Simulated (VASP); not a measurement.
Level of theory: vdW-DF2, VASP's PBE PAW potentials (set 64) (plane waves; VASP 6.6.1).

Input for VASP

**KPOINTS**
```
Automatic
0
Gamma
5 5 7
```

### INCAR
```
! general
SYSTEM  =TiO2
PREC    =Accurate
ENCUT   =520
LREAL   =.False.   ! projection in real space or not
LASPH   =.True.   ! aspherical one-centre terms

! electronic loop
EDIFF   =1E-6   ! SCF stop (eV)
NELM    =100   ! most electronic steps
ALGO    =Normal
LMAXMIX =4

! smearing
ISMEAR  =0   ! Gaussian
SIGMA   =0.05

! functional
GGA     =ML
LUSE_VDW=.True.
AGGAC   =0.0
ZAB_VDW =-1.8867

! ions
IBRION  =2   ! conjugate gradients
NSW     =60
ISIF    =3   ! ions, shape and volume
EDIFFG  =-0.02

! output
LWAVE   =.False.
LCHARG  =.False.
```

### POSCAR
```
TiO2
1
    4.5947055636    -0.0000000000     0.0000000000
    0.0000000000     4.5947055636     0.0000000000
    0.0000000000     0.0000000000     2.9437176444
Ti O
2 4
Direct
  0.0000000000   1.0000000000   0.0000000000
  0.5000000000   0.5000000000   0.5000000000
  0.3042739349   0.3042739349   1.0000000000
  0.8042739349   0.1957260651   0.5000000000
  0.1957260651   0.8042739349   0.5000000000
  0.6957260651   0.6957260651   0.0000000000
```

POTCAR, in this order: Ti_sv O (PBE.64 set). Program: vasp_std.

**Question.** What will the output report for the number of irreducible k-points (NKPTS), largest plane-wave count, number of space-group operations, FFT grid (NGX, NGY, NGZ)?

**Answer.** 
```json
{
  "number of irreducible k-points (NKPTS)": "24",
  "largest_plane_wave_count": "1686",
  "number_of_space_group_operations": "16",
  "FFT grid (NGX, NGY, NGZ)": "36 × 36 × 24"
}
```

The compound is TiO2 in the rutile structure. This run relaxes it. Symmetry was kept, so distortions that lower it aren't found. The start is the result of an earlier pass.
